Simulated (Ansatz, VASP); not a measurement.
**ZrB2: VASP beside Ansatz**

Wanted: the spread between two codes on one cell, functional and k mesh. The cell is taken from a series of runs on this material, whose earlier steps may have relaxed, scaled, displaced or heated it; both programs get it as it stands.

Method: plane waves, with VASP 6.6.1 beside it; zone-centre phonons at PBEsol, in Ansatz 0.2.0.

## 1. The structure

It takes space group P6/mmm (No. 191, hexagonal). Conventional cell: a = 3.094 Å, b = 3.094 Å, c = 3.429 Å, α = 90.00°, β = 90.00°, γ = 120.00°. Nearest to B lie 3 B at 1.79 Å and 6 Zr at 2.48 Å. Zr has 12 B at 2.48 Å nearest. Farther neighbours are not listed.

Coordinates:

```cif
data_structure
_symmetry_space_group_name_H-M 'P 1'
_symmetry_Int_Tables_number 1
_cell_length_a 3.0936
_cell_length_b 3.0936
_cell_length_c 3.4287
_cell_angle_alpha 90.000
_cell_angle_beta 90.000
_cell_angle_gamma 120.000
_cell_volume 28.42
loop_
_atom_site_label
_atom_site_type_symbol
_atom_site_fract_x
_atom_site_fract_y
_atom_site_fract_z
_atom_site_occupancy
B1 B 0.33333 0.66667 0.50000 1
B2 B 0.66667 0.33333 0.50000 1
Zr3 Zr 0.00000 0.00000 0.00000 1
```

## 2. Ansatz: zone-centre phonons, PBEsol

Ansatz runs on its PAW soft_1 files.

Second derivatives magnify differences that forces hide, and they need a tight electronic threshold.

File input.yaml:

```yaml
crystal:
  lattice:
    - [3.0935695359, 0.0, 0.0]
    - [-1.5467847679, 2.6791098064, 0.0]
    - [0.0, 0.0, 3.4286621844]
  atoms:
    - { symbol: B, position: [0.3333333333, 0.6666666667, 0.5] }
    - { symbol: B, position: [0.6666666667, 0.3333333333, 0.5] }
    - { symbol: Zr, position: [0.0, 0.0, 0.0] }
kpoints:
  mp_grid: { grid: [15, 15, 12] }
hamiltonian:
  xc: pbesol
  pseudopotentials: { kind: paw, azcp: { folder: soft_1 }, xc_functional: pbe }
scf:
  occupations: { method: methfessel_paxton, width: 0.2 }
output:
  eigenvalues: true
phonons:
  method: dfpt
```

Run with:

```
ansatz run input.yaml --threads 4 --pin off --max-ram 10240MiB --backend cpu --events-out ev --progress --plain --runs-dir out
```

Numbers of over 12 decimals in the logs are rounded to 6 here.

What it wrote:

```text
zone centre: on kpoints.mp_grid the ground state, and the responses unless they are solved on pairs of k-points, stand on 448 of the mesh's 2700 k-points, reduced under 4 symmetry operations, with k and −k counted as one. Each operation leaves every solved displacement unchanged or reverses it
Engine: ansatz 0.2.0, x86_64-unknown-linux-gnu
Pseudopotentials: kind: paw
Pseudopotential: B, paw, valence charge 3, recommended cutoff 420 eV (normal), soft_1/B.paw.azcp
Pseudopotential: Zr, paw, valence charge 12, recommended cutoff 420 eV (normal), soft_1/Zr.paw.azcp
Functional definition: PBEsol
  exchange = pbesol_x
  correlation = pbesol_c
Crystal: 3 atoms, lattice volume = 28.417 Å³
Basis set: ecut = 420 eV, 563 PW (Γ), exchange–correlation on 48×48×48 points (8 copies of the dense FFT grid, shifted against one another)
Bands: 13, of which v1, the nominal top of the filled ones, is band 9 counted from 1 (8 counted from 0)
Symmetry: 24 space group operations
k-points: 448 of 2700 (irreducible under 4 space group operations, time reversal used)
Non-local potential: B, projectors of the file, l = 0: 2, l = 1: 2, l = 2: 1
Non-local potential: Zr, projectors of the file, l = 0: 3, l = 1: 2, l = 2: 2, l = 3: 1
PAW form: soft (Blöchl's): semilocal exchange-correlation on the pseudo side does not see the compensation charge
PAW frozen core: B, regenerated for the run's functional, and the local potential with it (the file was generated under x = pbe(κ = 0.804, μ = 0.219515), c = pbe(β = 0.066725))
PAW frozen core: Zr, regenerated for the run's functional, and the local potential with it (the file was generated under x = pbe(κ = 0.804, μ = 0.219515), c = pbe(β = 0.066725))
PAW one-centre angular grid: B, 110 points (default); XC on 64 Gauss nodes
PAW one-centre angular grid: Zr, 590 points (default); XC on 64 Gauss nodes
Initial density: superposition of atomic densities (chi_scale 0.1, normalization cell, long waves kept (reshape's long-wave potential 0.00 eV rms))
Initial wavefunctions: pseudopotential atomic-orbital guess
Functional: x = pbesol(κ = 0.804, μ = 0.123457), c = pbesol(β = 0.046)
SCF iter   1: F=—  HF=-4437.716932 eV  |F-HF|=—  |Δ(HF+E_count)|=         —  Δρ=6.10e-2  dr2=1.88e0  ethr=3.10e-3  ⟨swp⟩=5.0  Hψ=28251  notcnv=0
preconditioner: auto → none  [metal: Δε(μ)=0.046 eV  Ē_g=17.369 eV  σ=0.200 eV  W_gap=0.19  n_scr=8 (ndim 8)  ℏωp=27.9 eV  f_vac=0.000  D(μ)=0.23/eV (n_scr^D=0)  sad-step TF]
SCF iter   2: F=—  HF=-4437.279561 eV  |F-HF|=—  |Δ(HF+E_count)|=   4.37e-1  S|Δr|=    0.00e0  Δρ=3.07e-2  dr2=4.39e-1  ethr=3.10e-3  ⟨swp⟩=2.3  Hψ=11737  notcnv=0
SCF iter   3: F=—  HF=-4437.148375 eV  |F-HF|=—  |Δ(HF+E_count)|=   1.31e-1  S|Δr|=    0.00e0  Δρ=2.15e-3  dr2=7.06e-4  ethr=2.44e-3  ⟨swp⟩=2.0  Hψ=9785  notcnv=0
SCF iter   4: F=—  HF=-4437.148866 eV  |F-HF|=—  |Δ(HF+E_count)|=   4.91e-4  S|Δr|=    0.00e0  Δρ=3.85e-4  dr2=2.95e-5  ethr=3.92e-6  ⟨swp⟩=2.1  Hψ=13296  notcnv=0
SCF iter   5: F=—  HF=-4437.148879 eV  |F-HF|=—  |Δ(HF+E_count)|=   1.21e-5  S|Δr|=    0.00e0  Δρ=3.53e-5  dr2=4.23e-7  ethr=1.64e-7  ⟨swp⟩=2.0  Hψ=9847  notcnv=0
SCF iter   6: F=—  HF=-4437.148878 eV  |F-HF|=—  |Δ(HF+E_count)|=   2.29e-7  S|Δr|=    0.00e0  Δρ=4.12e-6  dr2=2.48e-9  ethr=2.35e-9  ⟨swp⟩=2.1  Hψ=8200  notcnv=0
SCF iter   7: F=—  HF=-4437.148878 eV  |F-HF|=—  |Δ(HF+E_count)|=  7.39e-10  S|Δr|=    0.00e0  Δρ=1.08e-6  dr2=3.59e-10  ethr=1.38e-11  ⟨swp⟩=2.0  Hψ=9899  notcnv=0
SCF iter   8: F=-4437.148878 eV  HF=-4437.148878 eV  |F-HF|=9.09e-13  |Δ(HF+E_count)|=  1.57e-10  S|Δr|=    0.00e0  Δρ=9.24e-8  dr2=1.10e-12  ethr=1.00e-12  ⟨swp⟩=4.0  Hψ=27911  notcnv=0
SCF 1 converged in 8 iterations: F = -4437.148878 eV  dr2 = 1.10e-12
  greatest PAW one-centre occupation: 0.996 electrons in one spin orbital (limit 2), on the Zr atom at site 2 (counted from 0), in its partial waves of l = 0
DFPT response loops at Γ: preconditioner auto → Kerker (q_TF=auto, 2.528 Å⁻¹) (partly filled bands, converged f_vac=0.000); β = 1.00, the filter's whole step (`scf.mixing.beta` (0.50) is not read by the response loops under this deck's `scf.mixing.preconditioner`; to damp them name `kerker` or `kerker_dos`, under which they read `scf.mixing.beta`, and type it under 1.00, their step now; both keys bind the ground state too); Broyden in place of MSR1
SCF converged after 8 iterations
Stability not checked: this state was not tested for a lower state beside it, because cold or Methfessel-Paxton smearing, or corrected tetrahedra, fill the levels in a way that the test cannot read (fill_not_monotonic; see scf.lower_state_search)
Free energy (F): -4437.148878 eV
Harris-Foulkes:  -4437.148878 eV  (|F-HF|=9.09e-13)
Internal energy: -4437.149365 eV  (E = F + TS)
E sigma→0 (E₀):  -4437.149000 eV
Entropy (-TS):   0.000487 eV (0.162 meV/atom)
Fermi energy:    16.960889 eV
--- Per-component energies (eV) ---
  E_band       = -2.663022
  E_kinetic    = 425.442853
  E_local      = -489.258994  (includes V_loc(G=0)·N_el)
  E_nonlocal   = 91.603170
  E_hartree    = 168.464563
  E_xc         = -223.974944
  E_vxc        = -266.132517  (∫ρ·V_xc dr)
  E_paw        = -3060.412505  (= ΣΔE_a)
  E_vpaw       = -101.246654  (= ΣTr[D̂ρ^β])
  E_aug_tail   = -0.000009  (compensation charges beyond the density's cutoff)
  E_ewald      = -1349.208642
  E_core_change = 0.195143  (= ΣΔE_core)
  E_smearing   = 0.000487  (= −TS)
  E_closure    = 0.000000  (closes the sum)
  Σ components = -4437.148878   (vs F -4437.148878, Δ=0.00e0)
--- Band table (eV; the first three rows and the last of 448) ---
  k-point 0: bands = [... 5 lower, 14.1567, 14.1567, 14.1922, 14.7658, 20.7388, 20.7388, 21.6311, 21.6311]
  k-point 1: bands = [... 5 lower, 13.5488, 14.2276, 14.2276, 15.3817, 20.0842, 20.0842, 21.3835, 21.3835]
  k-point 2: bands = [... 5 lower, 12.6478, 14.4382, 14.4382, 16.2247, 19.1402, 19.1402, 20.7350, 20.7350]
  k-point 447: bands = [... 5 lower, 9.7887, 12.2413, 13.3743, 14.3146, 20.8325, 22.2127, 22.4351, 23.5870]
--- Phonons (Γ-DFPT): 4 representative perturbations + reference, on 448 of 2700 k-points (Σ response iterations 12) ---
  k mesh reduced under 4 symmetry operations, with k and −k counted as one. Each operation leaves every solved displacement unchanged or reverses it
  ASR residual: 1.561e-5 → 0.000e0 eV/Å²; symmetrization residual: 3.665e-7 eV/Å²
  ASR residual per site (eV/Å²): 1.56e-5 1.56e-5 1.45e-5
  Γ frequencies (cm⁻¹): 0.00 0.00 0.00 501.23 501.23 536.88 612.26 858.10 858.10
  non-analytic LO–TO correction: not included (Born effective charges unavailable; polar crystals: no LO–TO splitting at Γ)
```

In the SCF lines HF is the Harris–Foulkes energy and dr2 the Hartree energy of the density residual, in eV; the loop may stop once dr2 is under the threshold and the program's other checks hold. Hψ counts applications of the Hamiltonian.

(Continued in part 2 of 2.)

[Lines on the potential files, build, host, timing and source positions are cut from VASP's logs without a mark.]

[Logs are printed without paths, hosts, clocks, repeated set-up lines and the standing remarks that a program may print on its own settings, such as how far it seeks lower states.]

[Hosts, paths, dates, database ids (printed as entryN), source tags and the programs' standing remarks are cut or masked in the printed files.]
